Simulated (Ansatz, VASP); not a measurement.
# Cross-check of AlN between VASP and Ansatz

Aim: how closely do two programs agree when they are given the same cell, functional and k mesh? The cell is taken from a series of runs on this material, whose earlier steps may have relaxed, scaled, displaced or heated it; both programs get it as it stands.

Program: Ansatz 0.2.0. Level of theory: plane waves, with VASP 6.6.1 beside it; dielectric response at PBE. Results are calculated unless marked as measured.

### Step 1. The starting structure

It takes space group F-43m (No. 216, cubic). The conventional cell has a = 4.368 Å, b = 4.368 Å, c = 4.368 Å, α = 90.00°, β = 90.00°, γ = 90.00°. Nearest to Al lie 4 N at 1.89 Å. N has 4 Al at 1.89 Å nearest. Farther neighbours and most contacts between anions are not listed.

### Step 2. Ansatz: dielectric response, PBE

Ansatz runs on its PAW soft_1 files.

The response to a field tests empty states and converges slowly with the mesh.

Input file input.yaml:

```yaml
crystal:
  lattice:
    - [0.0, 2.1839935596, 2.1839935596]
    - [2.1839935596, 0.0, 2.1839935596]
    - [2.1839935596, 2.1839935596, 0.0]
  atoms:
    - { symbol: Al, position: [0.0, 0.0, 0.0] }
    - { symbol: "N", position: [0.75, 0.75, 0.75] }
kpoints:
  mp_grid: { grid: [8, 8, 8] }
hamiltonian:
  xc: pbe
  pseudopotentials: { kind: paw, azcp: { folder: soft_1 } }
scf:
  occupations: { method: fixed }
dielectric: {}
```

On the command line:

```console
$ ansatz run input.yaml --threads 3 --pin off --max-ram 92160MiB --backend cuda --events-out ev --progress --plain --runs-dir out --devices 1 --max-vram 13GiB
```

Numbers of over 12 decimals in the logs are rounded to 6 here.

The program printed:

```text
GPUs: using 1 of 1 available (devices: 1).
Engine: ansatz 0.2.0, x86_64-unknown-linux-gnu
Pseudopotentials: kind: paw
Pseudopotential: Al, paw, valence charge 3, recommended cutoff 420 eV (normal), soft_1/Al.paw.azcp
Pseudopotential: N, paw, valence charge 5, recommended cutoff 420 eV (normal), soft_1/N.paw.azcp
Functional definition: PBE
  parameter kappa = 0.804
  parameter beta = 0.066725
  exchange = pbe_x(kappa = kappa, mu = beta*pi^2/3)
  correlation = pbe_c(beta = beta)
device memory: the entry about to start is reckoned to put 1.0 GiB on a device that reports 55.6 GiB free (of which the cap on the GPU budget leaves the run 13.0 GiB)
GPU FFT provider: cuFFT
GPU libraries: cuBLAS 13.8.2, cuFFT 12.4.0, cuSOLVER 12.3.4
Crystal: 2 atoms, lattice volume = 20.835 Å³
Basis set: ecut = 420 eV, 411 PW (Γ), exchange–correlation on 48×48×48 points (8 copies of the dense FFT grid, shifted against one another)
Bands: 8, of which v1, the nominal top of the filled ones, is band 4 counted from 1 (3 counted from 0)
Symmetry: 24 space group operations
k-points: 95 of 512 (irreducible under 4 space group operations, time reversal used)
Non-local potential: Al, projectors of the file, l = 0: 2, l = 1: 2, l = 2: 1
Non-local potential: N, projectors of the file, l = 0: 2, l = 1: 2, l = 2: 1
PAW form: soft (Blöchl's): semilocal exchange-correlation on the pseudo side does not see the compensation charge
PAW one-centre angular grid: Al, 110 points (default); XC on 64 Gauss nodes
PAW one-centre angular grid: N, 110 points (default); XC on 64 Gauss nodes
Initial density: superposition of atomic densities (chi_scale 0.1, normalization cell, long waves kept (reshape's long-wave potential 0.00 eV rms))
Initial wavefunctions: pseudopotential atomic-orbital guess
GPU buffer pool allocated for 13824 grid points (all kernels)
GPU transforms: local potential and band sums: pruned to the plane-wave sphere, on 24×24×24
Functional: x = pbe(κ = 0.804, μ = 0.219515), c = pbe(β = 0.066725)
SCF iter   1: F=—  HF=-925.659103 eV  |F-HF|=—  |Δ(HF+E_count)|=         —  Δρ=1.39e-1  dr2=4.93e0  ethr=3.10e-3  ⟨swp⟩=4.1  Hψ=4967  notcnv=0  defer=13
preconditioner: auto → none  [insulator: Δε(μ)=5.460 eV  Ē_g=16.566 eV  n_scr=0 (ndim 8)  ℏωp=23.0 eV  f_vac=0.000  ε∞_Penn≈2.9]
SCF iter   2: F=—  HF=-924.427320 eV  |F-HF|=—  |Δ(HF+E_count)|=    1.23e0  Δρ=7.74e-2  dr2=7.47e-1  ethr=3.10e-3  ⟨swp⟩=2.8  Hψ=2373  notcnv=0  defer=137
SCF iter   3: F=—  HF=-924.216169 eV  |F-HF|=—  |Δ(HF+E_count)|=   2.11e-1  Δρ=2.34e-2  dr2=5.70e-2  ethr=3.10e-3  ⟨swp⟩=2.9  Hψ=2076  notcnv=0  defer=180
SCF iter   4: F=—  HF=-924.209381 eV  |F-HF|=—  |Δ(HF+E_count)|=   6.79e-3  Δρ=1.43e-3  dr2=2.07e-4  ethr=7.12e-4  ⟨swp⟩=2.0  Hψ=952  notcnv=0  defer=188
SCF iter   5: F=—  HF=-924.209318 eV  |F-HF|=—  |Δ(HF+E_count)|=   6.32e-5  Δρ=4.30e-4  dr2=1.02e-5  ethr=2.59e-6  ⟨swp⟩=2.8  Hψ=1240  notcnv=0  defer=188
SCF iter   6: F=—  HF=-924.209309 eV  |F-HF|=—  |Δ(HF+E_count)|=   8.59e-6  Δρ=3.43e-5  dr2=1.45e-7  ethr=1.28e-7  ⟨swp⟩=2.0  Hψ=1091  notcnv=0
SCF iter   7: F=—  HF=-924.209316 eV  |F-HF|=—  |Δ(HF+E_count)|=   7.13e-6  Δρ=4.56e-6  dr2=2.50e-9  ethr=1.82e-9  ⟨swp⟩=2.2  Hψ=1153  notcnv=0
SCF iter   8: F=-924.209316 eV  HF=-924.209316 eV  |F-HF|=8.41e-12  |Δ(HF+E_count)|=   4.27e-9  Δρ=2.08e-7  dr2=4.45e-12  ethr=1.25e-12  ⟨swp⟩=4.0  Hψ=3665  notcnv=0
SCF 1 converged in 8 iterations: F = -924.209316 eV  dr2 = 4.45e-12
  greatest PAW one-centre occupation: 0.790 electrons in one spin orbital (limit 2), on the N atom at site 1 (counted from 0), in its partial waves of l = 0
the response reads at least the filled bands of the reference SCF and the lowest empty band at each k-point, and that SCF's band table does not vouch for those bands. The notice of the band table in this run's record says why
device memory: the entry about to start is reckoned to put 0.1 GiB on a device that reports 58.1 GiB free (of which the cap on the GPU budget leaves the run 13.0 GiB)
device memory: the entry about to start is reckoned to put 0.6 GiB on a device that reports 58.1 GiB free (of which the cap on the GPU budget leaves the run 13.0 GiB)
DFPT response loops at Γ: preconditioner auto → none (the input reference at scf.mixing.eps_inf says where Resta's filter doesn't serve); β = 0.50; Broyden in place of MSR1
── the response to a field inside a basis, on 8×8×8 k-points: an SCF that follows is theirs, and a resumed run solves both again ──
device memory: the entry about to start is reckoned to put 0.1 GiB on a device that reports 59.9 GiB free (of which the cap on the GPU budget leaves the run 13.0 GiB)
GPU FFT provider: cuFFT
GPU libraries: cuBLAS 13.8.2, cuFFT 12.4.0, cuSOLVER 12.3.4
Bands: 5, of which v1, the nominal top of the filled ones, is band 4 counted from 1 (3 counted from 0)
k-points: 60 of 512 (irreducible under 6 space group operations, time reversal used)
Initial density: handed on by an earlier stage of this run
Initial wavefunctions: pseudopotential atomic-orbital guess (no wavefunctions were taken with the density)
GPU buffer pool allocated for 13824 grid points (all kernels)
GPU transforms: band sums: pruned to the plane-wave sphere, on 24×24×24
Eigensolver: Dense (60 Hₖ)
SCF iter   1: F=—  HF=-924.210561 eV  |F-HF|=—  |Δ(HF+E_count)|=         —  Δρ=2.90e-4  dr2=2.24e-6  ethr=1.00e-1
preconditioner: auto → none  [insulator: Δε(μ)=3.582 eV  Ē_g=11.399 eV  n_scr=0 (ndim 8)  ℏωp=23.0 eV  f_vac=0.000  ε∞_Penn≈5.1]
SCF iter   2: F=—  HF=-924.210565 eV  |F-HF|=—  |Δ(HF+E_count)|=   4.10e-6  Δρ=1.43e-4  dr2=6.51e-7  ethr=2.80e-8
SCF iter   3: F=—  HF=-924.210567 eV  |F-HF|=—  |Δ(HF+E_count)|=   1.62e-6  Δρ=4.62e-5  dr2=3.24e-7  ethr=8.14e-9
SCF iter   4: F=-924.210567 eV  HF=-924.210567 eV  |F-HF|=1.91e-9  |Δ(HF+E_count)|=   5.57e-8  Δρ=5.06e-6  dr2=1.36e-9  ethr=4.06e-9
SCF 1 converged in 4 iterations: F = -924.210567 eV  dr2 = 1.36e-9
device memory: the entry about to start is reckoned to put 0.1 GiB on a device that reports 59.9 GiB free (of which the cap on the GPU budget leaves the run 13.0 GiB)
device memory: the entry about to start is reckoned to put 0.2 GiB on a device that reports 59.8 GiB free (of which the cap on the GPU budget leaves the run 13.0 GiB)
DFPT response loops at Γ: mixed as the last ones told, above
SCF converged after 8 iterations
Free energy (F): -924.209316 eV
Harris-Foulkes:  -924.209316 eV  (|F-HF|=8.41e-12)
Internal energy: -924.209316 eV  (E = F + TS)
E sigma→0 (E₀):  -924.209316 eV
Fermi energy:    6.963314 eV
--- Per-component energies (eV) ---
  E_band       = 15.340537
  E_kinetic    = 156.728153
  E_local      = -209.123953  (includes V_loc(G=0)·N_el)
  E_nonlocal   = 44.661075
  E_hartree    = 77.107744
  E_xc         = -99.068662
  E_vxc        = -107.005315  (∫ρ·V_xc dr)
  E_paw        = -597.910955  (= ΣΔE_a)
  E_vpaw       = -24.135733  (= ΣTr[D̂ρ^β])
  E_aug_tail   = 0.000836  (compensation charges beyond the density's cutoff)
  E_ewald      = -296.603555
  E_smearing   = -0.000000  (= −TS)
  E_closure    = 0.000000  (closes the sum)
  Σ components = -924.209316   (vs F -924.209316, Δ=0.00e0)
--- Band table (eV; the first three rows and the last of 95) ---
  k-point 0: bands = ["-7.9998", "6.9633", "6.9633", "6.9633", "11.1501", "19.5427", "19.5427", "19.5427"]
  k-point 1: bands = ["-7.7732", "5.7850", "6.8855", "6.8855", "12.0949", "18.9684", "19.7122", "19.7122"]
  k-point 2: bands = ["-7.1518", "3.7093", "6.7098", "6.7098", "13.4182", "17.9465", "19.2919", "19.2919"]
  k-point 94: bands = ["-5.2699", "3.1927", "3.5365", "4.2810", "13.0060", "18.3785", "18.9438", "19.1459"]
--- Dielectric response (ions clamped): 3 representative field directions + reference, inside a basis on a mesh of 512 k-points (Σ response iterations 15) ---
  ε∞ (high-frequency dielectric tensor):
        4.578783     0.000000    -0.000000
        0.000000     4.578783     0.000000
       -0.000000     0.000000     4.578783
  Born effective charges Z* (e; rows j = field, columns β = displacement):
    site 0:
         2.54489    0.00000   -0.00000
         0.00000    2.54489    0.00000
         0.00000    0.00000    2.54489
    site 1:
        -2.54489   -0.00000    0.00000
        -0.00000   -2.54489   -0.00000
        -0.00000   -0.00000   -2.54489
  Z* charge neutrality: 5.667e-4 e pre-enforcement
  solved inside a basis spanned on kpoints, on 8×8×8 k-points, its susceptibility summed on 12×12×12: ε∞ is read to err by 1.1e-2, Z* by 8.6e-3 e (field_mesh: kpoints solves on kpoints); Z* is corrected for what the basis lacks
```

(Part 1 of 2 ends here.)

[Lines on the potential files, build, host, timing and source positions are cut from VASP's logs without a mark.]

[Logs are printed without paths, hosts, clocks, repeated set-up lines and the standing remarks that a program may print on its own settings, such as how far it seeks lower states.]

[Hosts, paths, dates, database ids (printed as entryN), source tags and the programs' standing remarks are cut or masked in the printed files.]
